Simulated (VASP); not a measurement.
Output of a VASP run:

OSZICAR:
```
       N       E                     dE             d eps       ncg     rms          rms(c)
DAV:   1    -0.244013986036E+04   -0.24401E+04   -0.43374E+03   408   0.655E+02
DAV:   2    -0.251264402103E+04   -0.72504E+02   -0.66427E+02   596   0.134E+02
DAV:   3    -0.251807585246E+04   -0.54318E+01   -0.54119E+01   512   0.448E+01
DAV:   4    -0.251819384845E+04   -0.11800E+00   -0.11798E+00   572   0.854E+00
DAV:   5    -0.100033246269E+02    0.25082E+04   -0.71482E+00   408   0.166E+01    0.633E+00
DAV:   6    -0.990019593797E+01    0.10313E+00   -0.74355E-01   484   0.508E+00    0.589E+00
DAV:   7    -0.988257390013E+01    0.17622E-01   -0.11117E-01   484   0.191E+00    0.419E+00
DAV:   8    -0.987614664782E+01    0.64273E-02   -0.12627E-02   496   0.706E-01    0.267E+00
DAV:   9    -0.987243931524E+01    0.37073E-02   -0.19753E-03   484   0.320E-01    0.159E+00
DAV:  10    -0.987094158728E+01    0.14977E-02   -0.85760E-04   484   0.213E-01    0.904E-01
DAV:  11    -0.987042683028E+01    0.51476E-03   -0.31469E-04   480   0.129E-01    0.501E-01
DAV:  12    -0.987024852434E+01    0.17831E-03   -0.99638E-05   484   0.744E-02    0.275E-01
DAV:  13    -0.987018557268E+01    0.62952E-04   -0.33910E-05   472   0.447E-02    0.152E-01
DAV:  14    -0.987016383304E+01    0.21740E-04   -0.12881E-05   492   0.280E-02    0.846E-02
DAV:  15    -0.987015659497E+01    0.72381E-05   -0.50394E-06   472   0.177E-02    0.471E-02
DAV:  16    -0.987015426060E+01    0.23344E-05   -0.18020E-06   356   0.111E-02    0.267E-02
DAV:  17    -0.987015356789E+01    0.69271E-06   -0.10123E-06   324   0.904E-03
   1 F= -.98701536E+01 E0= -.98701536E+01  d E =-.235783E-14
```

### OUTCAR
```
------------------------ aborting loop because EDIFF is reached ----------------------------------------
  FORCE on cell =-STRESS in cart. coord.  units (eV):
  Direction    XX          YY          ZZ          XY          YZ          ZX
  --------------------------------------------------------------------------------------
  Total       -0.3066574     -0.3066572     -0.0930293     -0.0000000      0.0000000     -0.0000000
  in kB       -4.5381684     -4.5381662     -1.3767239     -0.0000006      0.0000000     -0.0000000
  external PRESSURE =      -3.4843528 kB  Pullay stress =       0.0000000 kB
  volume of cell :      108.26
      direct lattice vectors                 reciprocal lattice vectors
     4.194841000  0.000000000  0.000000000     0.238388058  0.137633410  0.000000000
    -2.097420000  3.632838000  0.000000000     0.000000000  0.275266885  0.000000000
     0.000000000  0.000000000  7.104309000     0.000000000  0.000000000  0.140759643
 POSITION                                       TOTAL-FORCE (eV/Angst)
 -----------------------------------------------------------------------------------
      0.00000      0.00000      0.00000         0.000000      0.000000      0.000000
     -0.00000      2.42189      1.66298        -0.000000      0.000000     -0.109936
      2.09742      1.21094      5.44133         0.000000     -0.000000      0.109936
 -----------------------------------------------------------------------------------
    total drift:                                0.000000      0.000000      0.000000
  FREE ENERGIE OF THE ION-ELECTRON SYSTEM (eV)
  ---------------------------------------------------
  free  energy   TOTEN  =        -9.8701535679 eV

  energy  without entropy=       -9.8701535679  energy(sigma->0) =       -9.87015357

  exchange ACFDT corr.  =         0.00000000  see jH, gK, PRB 81, 115126
```
(Selected blocks of OUTCAR.)

POSCAR:
```
MgI2
1
    4.1948410000     0.0000000000     0.0000000000
   -2.0974200000     3.6328380000     0.0000000000
    0.0000000000     0.0000000000     7.1043090000
Mg I
1 2
Direct
  0.0000000000   0.0000000000   0.0000000000
  0.3333330000   0.6666670000   0.2340800000
  0.6666670000   0.3333330000   0.7659200000
```

**Question.** Reconstruct the remaining input files.

**Answer.** Several could match; the one computed here: the input of the run itself, PBE0 hybrid, plane waves, VASP's PBE PAW potentials (set 64).

**INCAR**
```
# general
SYSTEM   = MgI2
PREC     = Accurate
ENCUT    = 300
LREAL    = .FALSE.
LASPH    = .TRUE.
ISYM     = 3

# electronic loop
EDIFF    = 1E-6
NELM     = 100
ALGO     = Normal
LMAXMIX  = 4

# smearing
ISMEAR   = 0
SIGMA    = 0.01

# functional
GGA      = PE
LHFCALC  = .TRUE.
AEXX     = 0.25
HFRCUT   = -1
PRECFOCK = Fast

# ions
ISIF     = 2

# output
LWAVE    = .FALSE.
LCHARG   = .FALSE.
```

### KPOINTS
```
Automatic mesh
0
Gamma
6 6 3
0 0 0
```

POTCAR, in this order: Mg I (PBE.64 set). Program: vasp_std.

The structure comes from a computed database's MgI2 entry; how it stands against other phases isn't given here. The cell was not relaxed at this level. The run is one of a series of settings (KPOINTS 6×6×3 Γ-centred mesh against the base run), some of them coarse on purpose.
